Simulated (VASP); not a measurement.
VASP, PAW. Band gap of PbS (rock salt) (no spin-orbit coupling). The errors mix the missing spin-orbit coupling with the functional's own.

```csv
level,band gap (eV)
r2SCAN (own cell),0.70
```

Question: Estimate the band gap from PBE (own cell), optB88-vdW (own cell), SCAN (own cell) and from experiment.

Answer: 
| Property | Value |
|---|---|
| PBE (own cell) | 0.49 eV |
| optB88-vdW (own cell) | 0.50 eV |
| SCAN (own cell) | 0.62 eV |
| measured | 0.37 eV (as given by Wikipedia, List of semiconductor materials) |

Only levels that ran to the end are used. Left out are those held back, those with too coarse a band path, GW runs whose mesh misses a band edge, hybrids' fits of cells that aren't cubic and levels without matching references; a question may draw on a part of the rest.

The compound is PbS in the rock salt structure.
